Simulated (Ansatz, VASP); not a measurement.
# Cross-check of CdP between VASP and Ansatz

One calculation is typed for both programs; each brings its own data sets and cutoff. How far apart do they land? The cell is invented: As first built, before any earlier steps moved the atoms (in the runner's words): it takes the SnP structure with some of its atoms replaced by other elements, volume scaled by an estimate. It may not be a known or stable phase. The cell is taken from a series of VASP runs on this material, whose earlier steps may have relaxed, scaled or displaced it; both programs get it as it stands.

Method: plane waves, with VASP 6.6.1 beside it; band structure at r2SCAN, in Ansatz 0.2.0.

## (1) The structure

Symmetry: Fm-3m, No. 225, cubic system. The conventional cell has a = 5.690 Å, b = 5.690 Å, c = 5.690 Å, α = 90.00°, β = 90.00°, γ = 90.00°. Cd has 6 P at 2.85 Å nearest. Nearest to P lie 6 Cd at 2.85 Å. As first built, before any earlier steps moved the atoms (in the runner's words): sites of the SnP structure (space group 225) filled with other elements, volume scaled by an estimate. Farther neighbours are not listed.

## (2) Ansatz: band structure, r2SCAN

Ansatz runs on its PAW soft_1 files.

A single point gives forces, pressure and levels at one fixed geometry, so differences don't come from the geometry; what else differs is listed under the comparison.

Contents of input.yaml:

```yaml
crystal:
  lattice:
    - [0.0, 2.84501356, 2.84501356]
    - [2.84501356, 0.0, 2.84501356]
    - [2.84501356, 2.84501356, 0.0]
  atoms:
    - { symbol: Cd, position: [0.5, 0.5, 0.5] }
    - { symbol: P, position: [0.0, 0.0, 0.0] }
hamiltonian:
  xc: r2scan
  pseudopotentials: { kind: paw, azcp: { folder: soft_1 } }
kpoints:
  mp_grid: { grid: [7, 7, 7] }
  band_path:
    path:
      - [0.0, 0.0, 0.0]
      - [0.16667, 0.0, 0.16667]
      - [0.33333, 0.0, 0.33333]
      - [0.5, 0.0, 0.5]
      - [0.5, 0.08333, 0.58333]
      - [0.5, 0.18333, 0.68333]
      - [0.5, 0.25, 0.75]
      - [0.45, 0.3, 0.75]
      - [0.40833, 0.34167, 0.75]
      - [0.35, 0.35, 0.7]
      - [0.225, 0.225, 0.45]
      - [0.075, 0.075, 0.15]
      - [0.03333, 0.03333, 0.03333]
      - [0.23333, 0.23333, 0.23333]
      - [0.4, 0.4, 0.4]
      - [0.51667, 0.46667, 0.51667]
      - [0.55833, 0.38333, 0.55833]
      - [0.60833, 0.28333, 0.60833]
      - [0.60833, 0.25, 0.64167]
      - [0.55833, 0.25, 0.69167]
      - [0.51667, 0.25, 0.73333]
      - [0.5, 0.3, 0.7]
      - [0.5, 0.38333, 0.61667]
      - [0.5, 0.48333, 0.51667]
      - [0.475, 0.475, 0.55]
      - [0.425, 0.425, 0.65]
      - [0.38333, 0.38333, 0.73333]
      - [0.59167, 0.18333, 0.59167]
      - [0.55, 0.1, 0.55]
      - [0.5, 0.0, 0.5]
    npoints: 1
scf:
  occupations: { method: gaussian, width: 0.05 }
  n_extra_bands: 7
output:
  forces: true
  stress: true
  eigenvalues: true
  write_density: true
  write_potential: true
  elf: true
  volumetric_format: npy
```

On the command line:

```console
$ ansatz run input.yaml --threads 2 --pin off --max-ram 4608MiB --backend cpu --events-out ev --progress --plain --runs-dir out
```

Numbers of over 12 decimals in the logs are rounded to 6 here.

The program printed:

```text
scf.n_extra_bands = 7 over 13 filled bands (N_el = 25.0): the run solves 20 bands
Engine: ansatz 0.2.0, aarch64-unknown-linux-gnu
Pseudopotentials: kind: paw
Pseudopotential: Cd, paw, valence charge 20, recommended cutoff 500 eV (meta_gga), soft_1/Cd.paw.azcp
Pseudopotential: P, paw, valence charge 5, recommended cutoff 500 eV (meta_gga), soft_1/P.paw.azcp
Functional definition: r2SCAN
  parameter k0 = 0.174
  parameter k1 = 0.065
  parameter a1 = 4.9479
  exchange = r2scan_x(k0 = k0, k1 = k1, a1 = a1)
  correlation = r2scan_c
Crystal: 2 atoms, lattice volume = 46.056 Å³
Basis set: ecut = 500 eV, 1211 PW (Γ), exchange–correlation on 120×120×120 points (64 copies of the dense FFT grid, shifted against one another)
Bands: 20, of which v1, the nominal top of the filled ones, is band 13 counted from 1 (12 counted from 0)
Symmetry: 48 space group operations
Space group: Fm-3m (ITA 225), of the structure as read, at distance tolerance 3.6e-5 Å
k-points: 20 of 343
Non-local potential: Cd, projectors of the file, l = 0: 3, l = 1: 2, l = 2: 2, l = 3: 1
Non-local potential: P, projectors of the file, l = 0: 2, l = 1: 2, l = 2: 1
PAW form: soft (Blöchl's): semilocal exchange-correlation on the pseudo side does not see the compensation charge
PAW frozen core: Cd, regenerated for the run's functional (the file was generated under x = pbe(κ = 0.804, μ = 0.219515), c = pbe(β = 0.066725))
PAW frozen core: P, regenerated for the run's functional (the file was generated under x = pbe(κ = 0.804, μ = 0.219515), c = pbe(β = 0.066725))
PAW one-centre angular grid: Cd, 590 points (default); XC on 160 Gauss nodes
PAW one-centre angular grid: P, 302 points (default); XC on 160 Gauss nodes
Initial density: superposition of atomic densities (chi_scale 0.1, normalization cell, long waves kept (reshape's long-wave potential 0.00 eV rms))
Initial wavefunctions: pseudopotential atomic-orbital guess
Functional: x = r2scan, c = r2scan; τ floored in thin density (d = 2e-4 eV/Å³)
iter 1 solved again at ethr=8.70e-4 eV; its pass at ethr=3.10e-3 eV (dr2=2.18e-1 eV) is discarded
SCF iter   1: F=—  HF=-9026.798984 eV  |F-HF|=—  |Δ(HF+E_count)|=         —  Δρ=2.11e-2  dr2=2.17e-1  dr2_τ=1.80e-2  ethr=8.70e-4  ⟨swp⟩=1.1  Hψ=2629  notcnv=0
preconditioner: auto → Kerker (q_TF=auto, 2.464 Å⁻¹)  [metal: Δε(μ)=0.031 eV  Ē_g=14.677 eV  σ=0.050 eV  W_gap=0.33  n_scr=14 (ndim 8)  ℏωp=22.6 eV  f_vac=0.000  D(μ)=4.02/eV (n_scr^D=58)]
SCF iter   2: F=—  HF=-9026.838168 eV  |F-HF|=—  |Δ(HF+E_count)|=   3.92e-2  Δρ=1.40e-2  dr2=1.00e-1  dr2_τ=3.11e-3  ethr=8.69e-4  ⟨swp⟩=2.0  Hψ=560  notcnv=0
SCF iter   3: F=—  HF=-9026.846200 eV  |F-HF|=—  |Δ(HF+E_count)|=   8.03e-3  Δρ=1.83e-3  dr2=7.91e-4  dr2_τ=8.13e-5  ethr=4.01e-4  ⟨swp⟩=3.5  Hψ=756  notcnv=0  defer=14
SCF iter   4: F=—  HF=-9026.846950 eV  |F-HF|=—  |Δ(HF+E_count)|=   7.51e-4  Δρ=4.79e-4  dr2=7.88e-5  dr2_τ=3.07e-6  ethr=3.16e-6  ⟨swp⟩=2.0  Hψ=673  notcnv=0  defer=14
SCF iter   5: F=—  HF=-9026.847041 eV  |F-HF|=—  |Δ(HF+E_count)|=   9.00e-5  Δρ=1.48e-4  dr2=1.03e-5  dr2_τ=6.28e-7  ethr=3.15e-7  ⟨swp⟩=2.0  Hψ=587  notcnv=0  defer=14
SCF iter   6: F=—  HF=-9026.847047 eV  |F-HF|=—  |Δ(HF+E_count)|=   6.10e-6  Δρ=5.16e-5  dr2=1.21e-6  dr2_τ=3.52e-8  ethr=4.13e-8  ⟨swp⟩=2.0  Hψ=518  notcnv=0  defer=14
SCF iter   7: F=-9026.847047 eV  HF=-9026.847047 eV  |F-HF|=5.08e-8  |Δ(HF+E_count)|=   4.88e-7  Δρ=1.34e-5  dr2=8.17e-8  dr2_τ=2.70e-9  ethr=4.00e-10  ⟨swp⟩=12.8  Hψ=3279  notcnv=0
SCF 1 converged in 7 iterations: F = -9026.847047 eV  dr2 = 8.17e-8
  greatest PAW one-centre occupation: 1.002 electrons in one spin orbital (limit 2), on the Cd atom at site 0 (counted from 0), in its partial waves of l = 0
NSCF: frozen V_eff on 30 k-points
SCF converged after 7 iterations
Free energy (F): -9026.847047 eV
Harris-Foulkes:  -9026.847047 eV  (|F-HF|=5.08e-8)
Internal energy: -9026.842487 eV  (E = F + TS)
E sigma→0 (E₀):  -9026.844767 eV
Entropy (-TS):   -0.004560 eV (-2.280 meV/atom)
Fermi energy:    8.413423 eV
--- Per-component energies (eV) ---
  E_band       = -503.387422
  E_kinetic    = 504.091638
  E_local      = -3767.328866  (includes V_loc(G=0)·N_el)
  E_nonlocal   = 152.784452
  E_hartree    = 1727.216601
  E_xc         = -214.138727
  E_vxc        = -278.359846  (∫ρ·V_xc dr)
  E_paw        = -4687.435030  (= ΣΔE_a)
  E_vpaw       = -586.557478  (= ΣTr[D̂ρ^β])
  E_aug_tail   = 0.000015  (compensation charges beyond the density's cutoff)
  E_vtau       = 17.540582  (kinetic-family band-sum trace: ∫τ·v_τ [+ j·A + Jᵃ·Aᵃ] dr)
  E_ewald      = -2741.376963
  E_core_change = -0.655607  (= ΣΔE_core)
  E_smearing   = -0.004560  (= −TS)
  E_closure    = -0.000000  (closes the sum)
  Σ components = -9026.847047   (vs F -9026.847047, Δ=0.00e0)
--- Forces (eV/Å), atoms counted from 1 ---
  atom   1  Cd     0.00000000    -0.00000000    -0.00000000
  atom   2  P     -0.00000000     0.00000000     0.00000000
  max |Σ_I F_I| component: 5.23e-29 eV/Å
--- Stress (GPa, compression-positive) ---
       -7.716136      -0.000000      -0.000000
        0.000000      -7.716136      -0.000000
        0.000000      -0.000000      -7.716136
  P = ⅓ Tr σ = -7.7161 GPa (-77.161 kbar)
--- Band table (eV; the first three rows and the last of 20) ---
  k-point 0: bands = [... 9 lower, 0.0631, 8.6394, 8.6394, 8.6394, 10.5354, 16.9856, 16.9856, 16.9856, ... 3 higher]
  k-point 1: bands = [... 9 lower, 0.0879, 7.1531, 8.7277, 8.7277, 11.8228, 15.8755, 16.5816, 16.5816, ... 3 higher]
  k-point 2: bands = [... 9 lower, 0.1511, 5.2138, 8.9573, 8.9573, 12.6471, 14.9747, 14.9747, 15.3151, ... 3 higher]
  k-point 19: bands = [... 9 lower, 1.2237, 5.1262, 5.5384, 6.8595, 11.7818, 14.9459, 16.1969, 16.7784, ... 3 higher]
```

It took 4.6 s on 2 threads of Arm Neoverse N1, shared host; peak memory 0.4 GiB; 8.4 s of CPU time.

## (3) VASP: band structure, r2SCAN

The same cell, functional, mesh and smearing now go to VASP, with its own data sets and cutoff.

Lines of VASP's logs that name or quote its potential files are left out, and so is its time.

Contents of INCAR:

```
SYSTEM = CdP
PREC = Accurate
ENCUT = 400
EDIFF = 1E-06
NELM = 100
ISMEAR = 0
SIGMA = 0.05
LREAL = .FALSE.
ALGO = Normal
METAGGA = R2SCAN
LASPH = .TRUE.
LORBIT = 11
LWAVE = .FALSE.
LCHARG = .FALSE.
```

Contents of POSCAR:

```
CdP
1.0
    0.0000000000      2.8450135600      2.8450135600
    2.8450135600      0.0000000000      2.8450135600
    2.8450135600      2.8450135600      0.0000000000
Cd P
1 1
Direct
    0.5000000000      0.5000000000      0.5000000000
    0.0000000000      0.0000000000      0.0000000000
```

Contents of KPOINTS:

```
Automatic mesh
0
Gamma
7 7 7
0 0 0
```

Contents of KPOINTS_OPT:

```
Line mode
16
Line-mode
Reciprocal
  0.00000000   0.00000000   0.00000000 GAMMA
  0.50000000   0.00000000   0.50000000 X

  0.50000000   0.00000000   0.50000000 X
  0.50000000   0.25000000   0.75000000 W

  0.50000000   0.25000000   0.75000000 W
  0.37500000   0.37500000   0.75000000 K

  0.37500000   0.37500000   0.75000000 K
  0.00000000   0.00000000   0.00000000 GAMMA

  0.00000000   0.00000000   0.00000000 GAMMA
  0.50000000   0.50000000   0.50000000 L

  0.50000000   0.50000000   0.50000000 L
  0.62500000   0.25000000   0.62500000 U

  0.62500000   0.25000000   0.62500000 U
  0.50000000   0.25000000   0.75000000 W

  0.50000000   0.25000000   0.75000000 W
  0.50000000   0.50000000   0.50000000 L

  0.50000000   0.50000000   0.50000000 L
  0.37500000   0.37500000   0.75000000 K

  0.62500000   0.25000000   0.62500000 U
  0.50000000   0.00000000   0.50000000 X
```

Potentials, in the order of the species: Cd and P (PBE family, release 64).

On the command line:

```console
$ mpirun -np 1 vasp_std
```

The program printed:

```text
[banner, memory and clock lines left out]
running    1 mpi-ranks, on    1 nodes
 distrk:  each k-point on    1 cores,    1 groups
 distr:  one band on    1 cores,    1 groups

 POSCAR found type information on POSCAR CdP
 POSCAR found :  2 types and       2 ions
|                                                                             |
|               ----> ADVICE to this user running VASP <----                  |
|                                                                             |
|     You enforced a specific xc type in the INCAR file but a different       |
|     [... a line on the potential file left out ...]
|     I HOPE YOU KNOW WHAT YOU ARE DOING!                                     |
|                                                                             |

 LDA part: xc-table for (None), standard interpolation
 POSCAR, INCAR and KPOINTS ok, starting setup
 FFT: planning ... GRIDC
 FFT: planning ... GRID_SOFT
 FFT: planning ... GRID
 WAVECAR not read
 entering main loop
       N       E                     dE             d eps       ncg     rms          rms(c)
DAV:   1     0.498893317426E+02    0.49889E+02   -0.69387E+03   480   0.101E+03
DAV:   2    -0.302813600531E+02   -0.80171E+02   -0.76146E+02   540   0.267E+02
DAV:   3    -0.331582134219E+02   -0.28769E+01   -0.28618E+01   584   0.513E+01
DAV:   4    -0.331736902453E+02   -0.15477E-01   -0.15472E-01   540   0.368E+00
DAV:   5    -0.331738358397E+02   -0.14559E-03   -0.14559E-03   592   0.335E-01    0.448E+00
DAV:   6    -0.284831900463E+02    0.46906E+01   -0.36638E+00   484   0.302E+01    0.649E+00
DAV:   7    -0.284578571452E+02    0.25333E-01   -0.15001E-01   556   0.523E+00    0.399E+00
DAV:   8    -0.284739165992E+02   -0.16059E-01   -0.72515E-02   512   0.398E+00    0.629E-01
DAV:   9    -0.284773895821E+02   -0.34730E-02   -0.71959E-03   552   0.913E-01    0.327E-01
DAV:  10    -0.284772217820E+02    0.16780E-03   -0.14721E-03   520   0.512E-01    0.616E-02
DAV:  11    -0.284772573230E+02   -0.35541E-04   -0.22744E-04   516   0.135E-01    0.513E-02
DAV:  12    -0.284772494554E+02    0.78676E-05   -0.40954E-05   572   0.964E-02    0.170E-02
DAV:  13    -0.284772504589E+02   -0.10035E-05   -0.97049E-06   548   0.397E-02    0.382E-03
DAV:  14    -0.284772497286E+02    0.73023E-06   -0.11123E-06   292   0.183E-02
   1 F= -.28477250E+02 E0= -.28475013E+02  d E =-.447294E-02
 Start KPOINTS_OPT (optional k-point list driver)
k-point batch [1-20\160]
       N       E                     dE             ncg
DAV:   1     0.257604041314E+03   -0.60670E+04      488
DAV:   2    -0.131939694694E+04   -0.15770E+04      528
DAV:   3    -0.137102037892E+04   -0.51623E+02      556
DAV:   4    -0.137128174533E+04   -0.26137E+00      584
DAV:   5    -0.137128387559E+04   -0.21303E-02      608
DAV:   6    -0.137128389841E+04   -0.22815E-04      604
DAV:   7    -0.137128389872E+04   -0.31389E-06      440
[...]
k-point batch [141-160\160]
       N       E                     dE             ncg
DAV:   1     0.136552446012E+03   -0.10653E+05      488
DAV:   2    -0.139761702340E+04   -0.15342E+04      552
DAV:   3    -0.144537589466E+04   -0.47759E+02      540
DAV:   4    -0.144556352347E+04   -0.18763E+00      616
DAV:   5    -0.144556512604E+04   -0.16026E-02      596
DAV:   6    -0.144556514632E+04   -0.20279E-04      620
DAV:   7    -0.144556514660E+04   -0.27792E-06      452
```

OUTCAR, selected parts (step 3):

```text
ion  position               nearest neighbor table
   1  0.500  0.500  0.500-   2 2.85   2 2.85   2 2.85   2 2.85   2 2.85   2 2.85
   2  0.000  0.000  0.000-   1 2.85   1 2.85   1 2.85   1 2.85   1 2.85   1 2.85

  LATTYP: Found a face centered cubic cell.
 ALAT       =     5.6900271200

 Subroutine GETGRP returns: Found 48 space group operations
 (whereof 48 operations were pure point group operations)

The static configuration has the point symmetry O_h .

 Found     20 irreducible k-points:

   k-points           NKPTS =     20   k-points in BZ     NKDIM =     20   number of bands    NBANDS=     12

   dimension x,y,z NGX =    28 NGY =   28 NGZ =   28
   dimension x,y,z NGXF=    56 NGYF=   56 NGZF=   56

   ENCUT  =  400.0 eV  29.40 Ry    5.42 a.u.   6.56  6.56  6.56*2*pi/ulx,y,z

   NELECT =      17.0000    total number of electrons

 k-points in reciprocal lattice and weights: Automatic mesh
   0.00000000  0.00000000  0.00000000       0.003
   0.14285714  0.00000000  0.00000000       0.023
   0.28571429  0.00000000  0.00000000       0.023
   0.42857143  0.00000000  0.00000000       0.023
   0.14285714  0.14285714  0.00000000       0.017
   0.28571429  0.14285714  0.00000000       0.070
   0.42857143  0.14285714  0.00000000       0.070
  -0.42857143  0.14285714  0.00000000       0.070
  -0.28571429  0.14285714  0.00000000       0.070
[...]
-0.42857143  0.42857143  0.14285714       0.070
  -0.28571429  0.42857143  0.14285714       0.070

 average (electrostatic) potential at core
       1 -44.2608       2 -88.6373

 E-fermi :   2.4848

 k-point     1 :       0.0000    0.0000    0.0000
  band No.  band energies     occupation
    ...
      2      -5.8753      2.00000
      3      -5.8753      2.00000
      4      -5.8401      2.00000
      5      -5.8400      2.00000
      6      -5.8400      2.00000
      7       2.7266      0.00000
      8       2.7266      0.00000
      9       2.7266      0.00000
     10       4.5918      0.00000
     11      11.0939      0.00000
    ...

 k-point     2 :       0.1429    0.0000    0.0000
  band No.  band energies     occupation
    ...
      3      -5.9087      2.00000
      4      -5.8488      2.00000
      5      -5.8151      2.00000
      6      -5.8151      2.00000
      7       1.2293      2.00000
      8       2.8111      0.00000
      9       2.8111      0.00000
     10       5.8840      0.00000
     11       9.9947      0.00000
     12      10.6865      0.00000

 k-point     3 :       0.2857    0.0000    0.0000
  band No.  band energies     occupation
    ...
      3      -5.9893      2.00000
      4      -5.8797      2.00000
      5      -5.7513      2.00000
      6      -5.7513      2.00000
      7      -0.7162      2.00000
      8       3.0321      0.00000
      9       3.0321      0.00000
     10       6.7200      0.00000
     11       9.0697      0.00000
     12       9.0697      0.00000

  Total       -2.2893857     -2.2893857     -2.2893857      0.0000000      0.0000000      0.0000000
  in kB      -79.6428033    -79.6428033    -79.6428033      0.0000000      0.0000000      0.0000000
  external PRESSURE =     -79.6428033 kB  Pullay stress =       0.0000000 kB

  energy-cutoff  :      400.00
  volume of cell :       46.06
      direct lattice vectors                 reciprocal lattice vectors
     0.000000000  2.845013560  2.845013560    -0.175746087  0.175746087  0.175746087
     2.845013560  0.000000000  2.845013560     0.175746087 -0.175746087  0.175746087
     2.845013560  2.845013560  0.000000000     0.175746087  0.175746087 -0.175746087

 POSITION                                       TOTAL-FORCE (eV/Angst)
 -----------------------------------------------------------------------------------
      2.84501      2.84501      2.84501        -0.000000     -0.000000      0.000000
      0.00000      0.00000      0.00000         0.000000      0.000000     -0.000000
 -----------------------------------------------------------------------------------
    total drift:                                0.000000      0.000000      0.000000

  FREE ENERGIE OF THE ION-ELECTRON SYSTEM (eV)
  ---------------------------------------------------
  free  energy   TOTEN  =       -28.4772497286 eV

  energy  without entropy=      -28.4727767845  energy(sigma->0) =      -28.47501326

 total charge
# of ion       s       p       d       tot
------------------------------------------
    1        0.424   0.254   9.529  10.207
    2        1.080   1.322   0.000   2.402
--------------------------------------------------
tot          1.504   1.576   9.529  12.610

[... 3 further parts left out ...]
```

Spin-orbit coupling is off here; it would split degenerate levels. At this level the cell is under a tension of 8.0 GPa, so at these settings it is away from equilibrium.

## (4) Side by side

Known differences besides the potentials themselves: VASP keeps PBE cores, Ansatz makes them for the functional; the data sets hold 25 valence electrons in Ansatz (PAW soft_1 files) and 17 in VASP; the cutoff is 500 eV in Ansatz and 400 eV in VASP. Total energies have different zeros and are not compared.

Both answers:

```tsv
quantity	Ansatz	VASP	difference
pressure (GPa)	-7.72	-7.96	+0.25
pressure without Ansatz's Pulay correction (GPa)	-7.79	-7.96	+0.18
```

Levels from 3 eV below to 2 eV above the Fermi level differ by 7 meV r.m.s. and 16 meV at most; each VASP level is matched to the nearest of Ansatz, which flatters the figure a little. Ansatz's pressure holds a Pulay correction of 0.07 GPa; VASP's holds none.

## (5) What came out

```json
{
  "r.m.s. difference of levels near the Fermi level (band structure, r2SCAN)": "6.6 meV"
}
```

The r.m.s. difference of levels near the Fermi level is 6.6 meV (band structure, r2SCAN), within the 80 meV picked in this series as the mark of a large difference. How closely two codes agree says nothing of how well the functional describes the real material.

[Lines on the potential files, build, host, timing and source positions are cut from VASP's logs without a mark.]

[Logs are printed without paths, hosts, clocks, repeated set-up lines and the standing remarks that a program may print on its own settings, such as how far it seeks lower states.]

[Hosts, paths, dates, database ids (printed as entryN), source tags and the programs' standing remarks are cut or masked in the printed files.]
